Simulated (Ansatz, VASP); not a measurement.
Two plane-wave programs on Y3ScRu4

```xyz
8
Lattice="-3.3651 3.3651 3.3651 3.3651 -3.3651 3.3651 3.3651 3.3651 -3.3651" Properties=species:S:1:pos:R:3 pbc="T T T"
Y     3.3651    0.0000    0.0000
Y     0.0000    3.3651    0.0000
Y     0.0000    0.0000    3.3651
Sc    0.0000    0.0000    0.0000
Ru    1.6823    1.6823    1.6823
Ru    1.6828    1.6828   -1.6828
Ru    1.6828   -1.6828    1.6828
Ru   -1.6828    1.6828    1.6828
```

Alike in both runs: functional PBE; k mesh 4 × 4 × 4; occupations gaussian, width 0.2 eV; no spin polarisation.

Ansatz relaxed the structure, and its values are those at the end. VASP's run is a single point on that final structure, the one shown.

```csv
,VASP,Ansatz
version,VASP 6.6.1,Ansatz 0.2.0
potentials or method,"VASP PAW PBE potentials, release 64 (Y_sv, Sc_sv, Ru_pv)","scalar-relativistic, plane waves, PAW"
plane-wave cutoff (eV),520,420
valence electrons in the cell,100,108
```

|  | VASP | Ansatz | Ansatz less VASP |
| --- | --- | --- | --- |
| gap on the k mesh at the Fermi level (eV) | none | none | - |
| pressure (GPa) | -0.3 | -0.2 | +0.09 |

A gap of «none» marks a metal or a gap that the smearing closes. With one functional, cell and mesh, what is left measures potentials, basis and numerics. The two sets of potentials don't hold the same shells in valence.
